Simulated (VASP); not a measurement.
Crystal: BPd4.

```
Pd B
1.0
     2.89203    0.00000    0.00000
     0.00000    4.36501    0.00000
     0.00000    0.00000    5.85632
Pd B
4 1
Direct
  0.50000 0.00000 0.19758
  0.00000 0.00000 0.61947
  0.00000 0.50000 0.32916
  0.50000 0.50000 0.86756
  0.50000 0.00000 0.86323
```

The cell comes from a database or a generator and needn't be the stable form of this composition.

Base run:

| Property | Result |
| --- | --- |
| Program | VASP 6.6.1 |
| Functional | PBE |
| Potentials or basis | VASP PAW PBE potentials, release 64 (Pd, B) |
| Cutoff | 520 eV |
| k mesh | 7 × 5 × 4 |
| Occupations | fermi-dirac, width 0.05 eV |
| Spin | no spin polarisation |

Its results: pressure -1.2 GPa; largest force 0.195 eV/Å.

Question: After a change of settings the same cell gave: pressure -8.5 GPa; largest force 0.144 eV/Å. Which change was it?
A. functional from PBE to revPBE
B. functional from PBE to PBEsol
C. functional from PBE to r2SCAN; further incar settings from ALGO = Fast; EDIFF = 1e-06; NBANDS = 30 to ALGO = Normal; EDIFF = 1e-06; NBANDS = 30
D. functional from PBE to PW91

Answer: B.

PBEsol binds more tightly than PBE, so the same cell stands under less pressure.

Caveats: the PAW data sets were made with another functional, which shifts forces and pressure a little (some runs).

Not every run made on this cell is shown here.
